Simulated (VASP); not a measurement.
OSZICAR of a VASP run on Sc (hcp):

File OSZICAR:
```
       N       E                     dE             d eps       ncg     rms          rms(c)
DAV:   1     0.345267954929E+03    0.34527E+03   -0.99730E+03  3640   0.129E+03
DAV:   2     0.477611299820E+01   -0.34049E+03   -0.33545E+03  5013   0.654E+02
DAV:   3    -0.144177934480E+02   -0.19194E+02   -0.18576E+02  5949   0.168E+02
DAV:   4    -0.146934766352E+02   -0.27568E+00   -0.27466E+00  5498   0.194E+01
DAV:   5    -0.146978584265E+02   -0.43818E-02   -0.43779E-02  5946   0.228E+00    0.824E+00
RMM:   6    -0.133116320208E+02    0.13862E+01   -0.19509E+00  3745   0.213E+01    0.274E+00
RMM:   7    -0.132257661345E+02    0.85866E-01   -0.35565E+00  4183   0.164E+01    0.138E+00
RMM:   8    -0.132019713266E+02    0.23795E-01   -0.21076E-01  3883   0.597E+00    0.537E-01
RMM:   9    -0.132088069928E+02   -0.68357E-02   -0.11385E-01  4368   0.227E+00    0.131E-01
RMM:  10    -0.132100288567E+02   -0.12219E-02   -0.19176E-02  4353   0.933E-01    0.616E-02
RMM:  11    -0.132103824372E+02   -0.35358E-03   -0.47641E-03  4251   0.606E-01    0.327E-02
RMM:  12    -0.132105195993E+02   -0.13716E-03   -0.14602E-03  4223   0.262E-01    0.746E-03
RMM:  13    -0.132105614807E+02   -0.41881E-04   -0.37820E-04  3597   0.153E-01    0.109E-02
RMM:  14    -0.132105653237E+02   -0.38430E-05   -0.85804E-05  3047   0.731E-02
   1 F= -.13210565E+02 E0= -.13211118E+02  d E =-.132106E+02
```

**Question.** Which electronic solver shows in the log?

**Answer.** It is blocked Davidson (ALGO = Normal, or the opening steps of other solvers) and then RMM-DIIS (ALGO = Fast or VeryFast). The INCAR had ALGO = Fast.

**Question.** Can the final energy be trusted as converged?

**Answer.** The run converged. It stopped with EDIFF = 1E-5, NELM = 100, NSW = 20 and EDIFFG = -0.03 after 1 ionic step (PBEsol GGA, plane waves, VASP's PBE PAW potentials (set 64)).

The compound is Sc in the hcp structure. It was relaxed first, which changed the volume by -5 %.
